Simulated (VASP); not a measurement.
CdS (zinc blende), at 0.96 of the tabulated volume:

```
CdS
1.0
    0.00000     2.87067     2.87067
    2.87067     0.00000     2.87067
    2.87067     2.87067     0.00000
Cd S
1 1
Direct
  0.00000   0.00000   0.00000
  0.25000   0.25000   0.25000
```

The lowest empty band near Γ, direction [110], from PBE with spin-orbit coupling in VASP (PAW); its two spin partners are averaged. The gap over the points computed is 1.24 eV, and the next band on that side lies 4.99 eV away at the edge.

Settings: 400 eV cut-off, 9×9×9 Γ-centred mesh, Gaussian smearing of 0.050 eV, potentials Cd S.

| distance from the edge in k (1/Å) | distance in energy (meV) |
|---|---|
| 0.012 | 4.1 |
| 0.018 | 9.3 |
| 0.025 | 17.8 |
| 0.035 | 34.4 |
| 0.050 | 68.3 |
| 0.070 | 127.5 |

Problem. Fit E(1 + αE) = ħ²k²/2m* (ħ²/2m0 = 3.810 eV Å²) and predict the row at 0.095 1/Å.

Solution. Least squares on the energies gives the electron mass m* = 0.132 m0 and α = 0.88 per eV, and so 219.0 meV. The run gave 218.4 meV, -0.6 meV from the fit.

Left out are points under 3 meV from the edge, since the levels carry 0.1 meV, and points farther than half the way to the next band.

The compound is CdS in the zinc blende structure, a metastable form; wurtzite is the usual one. The cell was not relaxed at this level.
